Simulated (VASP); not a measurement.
The input files of a VASP run:

INCAR:
```
! general
SYSTEM = P
PREC   = Accurate
ENCUT  = 400
LREAL  = .FALSE.
LASPH  = .TRUE.

! electronic loop
EDIFF  = 1E-6
NELM   = 100
ALGO   = Normal

! smearing
ISMEAR = 1
SIGMA  = 0.1

! functional
GGA    = PS

! ions
IBRION = 2
NSW    = 60
ISIF   = 3
EDIFFG = -0.02

! output
LWAVE  = .FALSE.
LCHARG = .FALSE.
```

File KPOINTS:
```
Automatic mesh
0
gamma
 8 8 10
```

POSCAR:
```
P
1
    4.2240289673    -0.0000000171     0.0000000000
   -2.1120140130     3.6581156775    -0.0000000000
    0.0000000000     0.0000000000     2.7055202934
P
3
Direct
  0.0000000000   0.0000000000   0.0000000000
  0.3333330000   0.6666670000   0.5000000000
  0.6666670000   0.3333330000   0.5000000000
```

POTCAR, in this order: P (PBE.64 set). Program: vasp_std.

Q: Write an equivalent input for Quantum ESPRESSO's pw.x.

A: One equivalent input (not run):
```
&CONTROL
  calculation = 'vc-relax'
  pseudo_dir = './pseudo'
  outdir = './out'
  tprnfor = .true.
  tstress = .true.
  nstep = 60
  forc_conv_thr = 0.00078
/
&SYSTEM
  ibrav = 0
  nat = 3
  ntyp = 1
  ecutwfc = 44
  occupations = 'smearing'
  smearing = 'methfessel-paxton'
  degauss = 0.00735
  input_dft = 'pbesol'
/
&ELECTRONS
  conv_thr = 7.3e-08
  electron_maxstep = 100
/
&IONS
/
&CELL
/
ATOMIC_SPECIES
  P 30.974 P.upf
CELL_PARAMETERS angstrom
     4.2240290   -0.0000000    0.0000000
    -2.1120140    3.6581157   -0.0000000
     0.0000000    0.0000000    2.7055203
ATOMIC_POSITIONS crystal
  P    0.0000000  0.0000000  0.0000000
  P    0.3333330  0.6666670  0.5000000
  P    0.6666670  0.3333330  0.5000000
K_POINTS automatic
  8 8 10 0 0 0
```
Limits of the translation: the potentials are each code's own (VASP's PAW set, PseudoDojo norm-conserving files in pw.x), so ENCUT and ecutwfc are chosen apart and not converted; conv_thr bounds pw.x's estimated SCF error, while EDIFF bounds the energy change between steps; forc_conv_thr acts on force components and is met together with etot_conv_thr.

The structure was generated: P was put into the omega type (P6/mmm), which need not be its known phase. This run relaxes it. Symmetry was kept, so distortions that lower it aren't found. The start is the result of an earlier pass.
